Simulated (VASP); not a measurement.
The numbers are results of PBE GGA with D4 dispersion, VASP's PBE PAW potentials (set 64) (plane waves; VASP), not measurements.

The input files of a VASP run:

File KPOINTS:
```
Automatic mesh
0
Gamma
12 12 12
0 0 0
```

### INCAR
```
SYSTEM = GdN
PREC = Accurate
ENCUT = 520
EDIFF = 1E-6
NELM = 100
ALGO = Normal
LREAL = .FALSE.
LASPH = .TRUE.
ISMEAR = 1
SIGMA = 0.1
GGA = PE
IVDW = 13
LMAXMIX = 6
LWAVE = .FALSE.
LCHARG = .FALSE.
IBRION = 2
ISIF = 3
NSW = 60
EDIFFG = -0.01
```

File POSCAR:
```
GdN
1.0
  0.0000000000   2.4695824539   2.4695824539
  2.4695824539   0.0000000000   2.4695824539
  2.4695824539   2.4695824539   0.0000000000
Gd N
1 1
direct
  0.0000000000   0.0000000000   0.0000000000
  0.5000000000   0.5000000000   0.5000000000
```

POTCAR, in this order: Gd_3 N (PBE.64 set). Program: vasp_std.

The 4f electrons are frozen in the core of the lanthanide potential, so 4f levels, which can set the real gap, and their magnetism are missing.

Problem. Estimate the energy per atom (σ→0), dispersion energy, band gap (on the k-mesh).

Solution. 
| Item | Result |
|---|---|
| energy per atom (σ→0) | -8.429 eV/atom |
| dispersion energy | -0.703 eV |
| band gap (on the k-mesh) | none (metal, semimetal or under 0.01 eV) |

### OSZICAR
```
...
DAV:   6    -0.163370094928E+02    0.21448E+01   -0.18986E+01  1863   0.268E+01    0.256E+01
DAV:   7    -0.161567721404E+02    0.18024E+00   -0.14207E+00  1819   0.793E+00    0.175E+01
DAV:   8    -0.161598656480E+02   -0.30935E-02   -0.11912E-01  1773   0.360E+00    0.567E+00
DAV:   9    -0.161551585291E+02    0.47071E-02   -0.17541E-02  1964   0.101E+00    0.465E-01
DAV:  10    -0.161553673297E+02   -0.20880E-03   -0.51598E-04  2077   0.225E-01    0.311E-01
DAV:  11    -0.161553631360E+02    0.41937E-05   -0.55669E-05  1990   0.639E-02    0.244E-02
DAV:  12    -0.161553634286E+02   -0.29260E-06   -0.28804E-06  1944   0.187E-02
   1 F= -.16858423E+02 E0= -.16858453E+02  d E =-.168584E+02
```

The compound is GdN in the rock salt structure. It was relaxed first. The start is the result of an earlier pass.
